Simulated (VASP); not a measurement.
Calculation: optB86b-vdW, VASP's PBE PAW potentials (set 64) (plane waves; VASP 6.6.1).

VASP input:

### POSCAR
```
LiH
1
    0.0000000000     2.0466555436     2.0466555436
    2.0466555436     0.0000000000     2.0466555436
    2.0466555436     2.0466555436     0.0000000000
Li H
1 1
Direct
  1.0000000000   1.0000000000   1.0000000000
  0.5000000000   0.5000000000   0.5000000000
```

INCAR:
```
EDIFF  =  1E-7   ! SCF stop (eV)
AGGAC  =  0.0
LCHARG  =  .False.
LREAL  =  .False.
PARAM1  =  0.1234
ENCUT  =  520   ! plane-wave cut-off (eV)
PARAM2  =  1.0
LUSE_VDW  =  .True.
NELM  =  100   ! most electronic steps
SIGMA  =  0.05
LWAVE  =  .False.
ALGO  =  Normal
GGA  =  MK
ISIF  =  2   ! forces and stress, cell fixed
SYSTEM  =  LiH
PREC  =  Accurate
LASPH  =  .True.   ! aspherical one-centre terms
ISMEAR  =  0
```

**KPOINTS**
```
Automatic mesh
0
Gamma
11 11 11
0 0 0
```

POTCAR, in this order: Li_sv H (PBE.64 set). Program: vasp_std.

What VASP printed:

### OUTCAR
```
 ion  position               nearest neighbor table
   1  0.000  0.000  0.000-
   2  0.500  0.500  0.500-
  LATTYP: Found a face centered cubic cell.
 ALAT       =     4.0933110872
 Subroutine PRICEL returns:
 Original cell was already a primitive cell.
 Subroutine GETGRP returns: Found 48 space group operations
The static configuration has the point symmetry O_h .
The dynamic configuration has the point symmetry O_h .
 Subroutine INISYM returns: Found 48 space group operations
 Subroutine IBZKPT returns following result:
 Found     56 irreducible k-points:

 Following reciprocal coordinates:
            Coordinates               Weight
  0.000000  0.000000  0.000000      1.000000
  0.090909  0.000000  0.000000      8.000000
  0.181818  0.000000  0.000000      8.000000
  0.272727  0.000000  0.000000      8.000000
  0.363636  0.000000  0.000000      8.000000
  0.454545  0.000000  0.000000      8.000000
  0.090909  0.090909  0.000000      6.000000
  0.181818  0.090909  0.000000     24.000000
  0.272727  0.090909  0.000000     24.000000
  0.363636  0.090909  0.000000     24.000000
  0.454545  0.090909  0.000000     24.000000
 -0.454545  0.090909  0.000000     24.000000
 -0.363636  0.090909  0.000000     24.000000
 -0.272727  0.090909  0.000000     24.000000
 -0.181818  0.090909  0.000000     24.000000
 -0.090909  0.090909  0.000000     12.000000
  0.181818  0.181818  0.000000      6.000000
  0.272727  0.181818  0.000000     24.000000
  0.363636  0.181818  0.000000     24.000000
  0.454545  0.181818  0.000000     24.000000
 -0.454545  0.181818  0.000000     24.000000
 -0.363636  0.181818  0.000000     24.000000
 -0.272727  0.181818  0.000000     24.000000
 -0.181818  0.181818  0.000000     12.000000
...
```

**OSZICAR**
```
       N       E                     dE             d eps       ncg     rms          rms(c)
DAV:   1    -0.676348129910E+00   -0.67635E+00   -0.14801E+03   708   0.612E+02
DAV:   2    -0.542960965995E+01   -0.47533E+01   -0.46621E+01   972   0.671E+01
DAV:   3    -0.553785683793E+01   -0.10825E+00   -0.10825E+00   774   0.892E+00
DAV:   4    -0.553958290951E+01   -0.17261E-02   -0.17261E-02   942   0.102E+00
DAV:   5    -0.553959910241E+01   -0.16193E-04   -0.16193E-04   786   0.594E-02    0.302E+00
DAV:   6    -0.533514874310E+01    0.20445E+00   -0.19661E-01   738   0.202E+00    0.149E+00
DAV:   7    -0.527417005744E+01    0.60979E-01   -0.23965E-01   840   0.249E+00    0.238E-01
DAV:   8    -0.527707438077E+01   -0.29043E-02   -0.77764E-03   786   0.768E-01    0.443E-02
DAV:   9    -0.527704760817E+01    0.26773E-04   -0.28297E-04   966   0.985E-02    0.130E-02
DAV:  10    -0.527704910107E+01   -0.14929E-05   -0.12615E-05   810   0.325E-02    0.421E-03
DAV:  11    -0.527704836526E+01    0.73581E-06   -0.10784E-06   906   0.929E-03    0.114E-03
DAV:  12    -0.527704671408E+01    0.16512E-05   -0.10634E-07   774   0.335E-03    0.142E-03
DAV:  13    -0.527704770728E+01   -0.99319E-06   -0.27926E-08   372   0.198E-03    0.116E-04
DAV:  14    -0.527704776220E+01   -0.54923E-07   -0.44504E-09   348   0.774E-04
   1 F= -.52770478E+01 E0= -.52770478E+01  d E =-.821605E-11
```

OUTCAR:
```
------------------------ aborting loop because EDIFF is reached ----------------------------------------
  FORCE on cell =-STRESS in cart. coord.  units (eV):
  Direction    XX          YY          ZZ          XY          YZ          ZX
  --------------------------------------------------------------------------------------
  Total       -0.2161568     -0.2161568     -0.2161568      0.0000000      0.0000000      0.0000000
  in kB      -20.1983143    -20.1983143    -20.1983143      0.0000000      0.0000000      0.0000000
  external PRESSURE =     -20.1983143 kB  Pullay stress =       0.0000000 kB
  volume of cell :       17.15
      direct lattice vectors                 reciprocal lattice vectors
     0.000000000  2.046655544  2.046655544    -0.244301002  0.244301002  0.244301002
     2.046655544  0.000000000  2.046655544     0.244301002 -0.244301002  0.244301002
     2.046655544  2.046655544  0.000000000     0.244301002  0.244301002 -0.244301002
  FREE ENERGIE OF THE ION-ELECTRON SYSTEM (eV)
  ---------------------------------------------------
  free  energy   TOTEN  =        -5.2770477622 eV

  energy  without entropy=       -5.2770477622  energy(sigma->0) =       -5.27704776
```
(Selected blocks of OUTCAR.)

OUTCAR:
```
 val. band max:       -0.2752330383   @ k =  -0.4545   0.4545   0.0000

 cond. band min:       3.0966318994   @ k =  -0.4545   0.4545   0.0000


 Fermi energy:        -0.0675791471

 k-point     1 :       0.0000    0.0000    0.0000
  band No.  band energies     occupation
      1     -44.5385      2.00000
      2      -5.3568      2.00000
      3      15.2047      0.00000
      4      17.0933      0.00000
      5      17.0933      0.00000
      6      17.0933      0.00000

 k-point     2 :       0.0909    0.0000    0.0000
  band No.  band energies     occupation
      1     -44.5357      2.00000
      2      -5.2153      2.00000
      3      14.0993      0.00000
      4      16.2581      0.00000
      5      16.7921      0.00000
      6      16.7922      0.00000

 k-point     3 :       0.1818    0.0000    0.0000
  band No.  band energies     occupation
      1     -44.5280      2.00000
      2      -4.7978      2.00000
      3      11.4209      0.00000
      4      15.1148      0.00000
      5      16.2578      0.00000
      6      16.2579      0.00000

 k-point     4 :       0.2727    0.0000    0.0000
  band No.  band energies     occupation
      1     -44.5180      2.00000
      2      -4.1420      2.00000
      3       8.6161      0.00000
      4      14.1523      0.00000
      5      15.8774      0.00000
      6      15.8775      0.00000

 k-point     5 :       0.3636    0.0000    0.0000
  band No.  band energies     occupation
      1     -44.5086      2.00000
      2      -3.3584      2.00000
      3       6.3032      0.00000
      4      13.4524      0.00000
      5      15.7580      0.00000
      6      15.7580      0.00000

 k-point     6 :       0.4545    0.0000    0.0000
  band No.  band energies     occupation
      1     -44.5031      2.00000
      2      -2.7402      2.00000
      3       4.9004      0.00000
      4      13.0859      0.00000
      5      15.8182      0.00000
      6      15.8182      0.00000
...
```

The compound is LiH in the rock salt structure. This cell is one point of a volume scan, at 1.06 of the reference volume.
